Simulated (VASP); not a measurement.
A run of VASP 6.6.1 is set up as follows.

File INCAR:

```
SYSTEM = CBr2ClF
PREC     = Accurate       ! precision mode
ENCUT    = 520            ! plane-wave cutoff, eV
EDIFF    = 1E-6           ! SCF threshold, eV
ISMEAR   = 0              ! smearing method
SIGMA    = 0.01           ! smearing width, eV
LREAL    = .False.        ! projectors in reciprocal space
LASPH    = .True.         ! aspherical terms in the spheres
NELM     = 80             ! most SCF steps
ALGO     = Normal         ! electronic algorithm
ISIF     = 2              ! what is computed and relaxed
LWAVE    = .False.        ! write WAVECAR
LCHARG   = .True.         ! write CHGCAR
GGA      = PE             ! functional
LELF     = .True.         ! ELF
```

Contents of KPOINTS:

```
regular mesh
0
Gamma
  1 1 1
  0 0 0
```

Contents of POSCAR:

```
CBr2ClF
1.0
   12.0000000000      0.0000000000      0.0000000000
    0.0000000000     12.0000000000      0.0000000000
    0.0000000000      0.0000000000     12.0000000000
F C Cl Br
1 1 1 2
Direct
    0.5912000000      0.4045958300      0.5264625000
    0.4958083300      0.4580208300      0.5077208300
    0.4109666700      0.4459708300      0.6259625000
    0.4244250000      0.3905625000      0.3797041700
    0.5296833300      0.6129375000      0.4779208300
```

Potentials or basis: VASP PAW PBE potentials, release 64 (F, C, Cl, Br).

Command:

```bash
$ cat potpaw_PBE.64/F/POTCAR potpaw_PBE.64/C/POTCAR potpaw_PBE.64/Cl/POTCAR potpaw_PBE.64/Br/POTCAR > POTCAR
$ mpirun -np 1 vasp_gam > vasp.out
```

(1) What does it give for the gap between the frontier levels?

(2) Estimate the largest force.

## Answers

(1) 4.13 eV.

(2) 1.234 eV/Å.
